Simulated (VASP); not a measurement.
Input for VASP

### KPOINTS
```
Automatic mesh
0
Gamma
10 10 10
0 0 0
```

POSCAR:
```
BAs
1
    0.0000000000     2.3711729937     2.3711729937
    2.3711729937     0.0000000000     2.3711729937
    2.3711729937     2.3711729937     0.0000000000
B As
1 1
Direct
  0.0000000000   0.0000000000   0.0000000000
  0.2500000000   0.2500000000   0.2500000000
```

### INCAR
```
SYSTEM = BAs
PREC = Accurate
ENCUT = 520
EDIFF = 1E-7
NELM = 100
ALGO = Normal
LREAL = .FALSE.
LASPH = .TRUE.
ISMEAR = 0
SIGMA = 0.05
LMAXMIX = 4
LWAVE = .FALSE.
LCHARG = .FALSE.
ISIF = 2
```

POTCAR, in this order: B As (LDA.64 set). Program: vasp_std.

Task: Write an equivalent input for Ansatz.

Result: One equivalent input (not run):
Ansatz 0.2 input:
```yaml
crystal:
  lattice:
    - [0.0000000, 2.3711730, 2.3711730]
    - [2.3711730, 0.0000000, 2.3711730]
    - [2.3711730, 2.3711730, 0.0000000]
  atoms:
    - { symbol: B, position: [0.0000000, 0.0000000, 0.0000000] }
    - { symbol: As, position: [0.2500000, 0.2500000, 0.2500000] }
kpoints:
  mp_grid: { grid: [10, 10, 10] }
hamiltonian:
  xc: lda
  pseudopotentials: { kind: paw }
scf:
  occupations: { method: gaussian, width: 0.05 }
  max_iter: 100
output: { forces: true, stress: true, eigenvalues: true }
```
What does not carry over: each code has its own PAW files, so the cut-off isn't converted (ENCUT is set for VASP's; basis.ecutwfc is left out, and Ansatz then takes the one that its files recommend); Ansatz stops its SCF on the density residual and VASP on the energy change (EDIFF); Ansatz's lda is the Perdew-Wang form, while the LDA potentials of VASP carry Perdew-Zunger's.

The compound is BAs in the zinc blende structure. It was relaxed first.
